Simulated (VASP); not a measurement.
Consider the following.

```
CELL_PARAMETERS angstrom
      4.81106     0.00000     0.00000
      0.00000     4.81106     0.00000
      0.00000     0.00000     4.81106
ATOMIC_POSITIONS crystal
  Ag 0.75000 0.25000 0.75000
  Ag 0.25000 0.75000 0.75000
  Ag 0.75000 0.75000 0.25000
  Ag 0.25000 0.25000 0.25000
  O  0.00000 0.00000 0.00000
  O  0.50000 0.50000 0.50000
```

Calculation: PBE GGA, VASP's PBE PAW potentials (set 64) (plane waves; VASP). Run with 520 eV cut-off, 7×7×7 Γ-centred mesh, tetrahedra with Blöchl corrections, potentials Ag O.

The cores are frozen, which limits the accuracy of field gradients.

Problem. Give the principal components of the electric field gradient (V/Å²) and the asymmetry η at each nucleus.

Solution. 
```json
[
 {"atom": "Ag1", "Vxx": "80.5", "Vyy": "80.5", "Vzz": "-160.9", "η": "0.00"},
 {"atom": "Ag2", "Vxx": "80.5", "Vyy": "80.5", "Vzz": "-160.9", "η": "0.00"},
 {"atom": "Ag3", "Vxx": "80.5", "Vyy": "80.5", "Vzz": "-160.9", "η": "0.00"},
 {"atom": "Ag4", "Vxx": "80.5", "Vyy": "80.5", "Vzz": "-160.9", "η": "0.00"},
 {"atom": "O5", "Vxx": "0.0", "Vyy": "0.0", "Vzz": "0.0", "η": "-"},
 {"atom": "O6", "Vxx": "0.0", "Vyy": "0.0", "Vzz": "0.0", "η": "-"}
]
```

The compound is Ag2O in the cuprite structure. It was relaxed first, which changed the volume by +5 %.
